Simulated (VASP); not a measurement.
Input for VASP

POSCAR:
```
CuZn
1
    2.8694015729    -0.0000000000     0.0000000000
    0.0000000000     2.8694015729     0.0000000000
   -0.0000000000     0.0000000000     2.8694015729
Zn Cu
1 1
Direct
  0.5000000000   0.5000000000   0.5000000000
  0.0000000000   0.0000000000   0.0000000000
```

INCAR:
```
# general
SYSTEM  = CuZn
PREC    = Accurate
ENCUT   = 500   # plane-wave cut-off (eV)
LREAL   = F
LASPH   = T

# electronic loop
EDIFF   = 1E-6   # SCF stop (eV)
NELM    = 100
ALGO    = Normal
LMAXMIX = 4

# smearing
ISMEAR  = 1
SIGMA   = 0.1

# ions
IBRION  = 2
NSW     = 40
ISIF    = 3   # ions, shape and volume
EDIFFG  = -0.02

# output
LWAVE   = F
LCHARG  = F
```

**KPOINTS**
```
kpoints
0
G
13 13 13
```

POTCAR, in this order: Zn Cu (LDA.64 set). Program: vasp_std.

Question: Translate this LDA calculation to Ansatz.

Answer: One equivalent input (not run):
Ansatz 0.2 input:
```yaml
crystal:
  lattice:
    - [2.8694016, 0.0000000, 0.0000000]
    - [0.0000000, 2.8694016, 0.0000000]
    - [0.0000000, 0.0000000, 2.8694016]
  atoms:
    - { symbol: Zn, position: [0.5000000, 0.5000000, 0.5000000] }
    - { symbol: Cu, position: [0.0000000, 0.0000000, 0.0000000] }
kpoints:
  mp_grid: { grid: [13, 13, 13] }
hamiltonian:
  xc: lda
  pseudopotentials: { kind: paw }
scf:
  occupations: { method: methfessel_paxton, width: 0.1 }
  max_iter: 100
relax:
  max_steps: 40
  f_tol: 0.02
  cell: {}
output: { forces: true, stress: true, eigenvalues: true }
```
The two are equivalent in intent, not identical: each code has its own PAW files, so the cut-off isn't converted (ENCUT is set for VASP's; basis.ecutwfc is left out, and Ansatz then takes the one that its files recommend); Ansatz stops its SCF on the density residual and VASP on the energy change (EDIFF); Ansatz's lda is the Perdew-Wang form, while the LDA potentials of VASP carry Perdew-Zunger's.

The compound is CuZn in the CsCl type structure. This run relaxes it. Symmetry was kept, so distortions that lower it aren't found.
